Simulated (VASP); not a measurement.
```
CELL_PARAMETERS angstrom
      1.70759    -2.95763     0.00000
      1.70759     2.95763     0.00000
      0.00000     0.00000    14.33174
ATOMIC_POSITIONS crystal
  Te 0.33333 0.66667 0.87338
  Te 0.66667 0.33333 0.37338
  Te 0.66667 0.33333 0.12662
  Te 0.33333 0.66667 0.62662
  Mo 0.33333 0.66667 0.25000
  Mo 0.66667 0.33333 0.75000
```

Method: AM05 GGA, VASP's PBE PAW potentials (set 64) (plane waves; VASP). Run with 520 eV cut-off, 7×7×2 Γ-centred mesh, Gaussian smearing of 0.050 eV, potentials Te Mo_sv.

Without a dispersion term in the relaxation, distances and binding between the weakly bound layers, chains or molecules are unreliable, and so is what depends on them.

**Question.** The ions and cell shape at fixed volume are relaxed. Give the cell that the relaxation ends in.

**Answer.** 
```
CELL_PARAMETERS angstrom
      1.73425    -3.00381     0.00000
      1.73425     3.00381     0.00000
      0.00000     0.00000    13.89441
ATOMIC_POSITIONS crystal
  Te 0.33333 0.66667 0.88013
  Te 0.66667 0.33333 0.38013
  Te 0.66667 0.33333 0.11987
  Te 0.33333 0.66667 0.61987
  Mo 0.33333 0.66667 0.25000
  Mo 0.66667 0.33333 0.75000
```
Space group P6_3/mmc (194), at a tolerance of 0.03 Å.

**Question.** How much energy does the relaxation gain?

**Answer.** The energy (σ→0) changes by -27.6 meV/atom, in 8 ionic steps.

The compound is MoTe2 in the 2H layered structure. This cell is one point of a volume scan, at 0.94 of the reference volume. Symmetry was kept, so distortions that lower it aren't found.
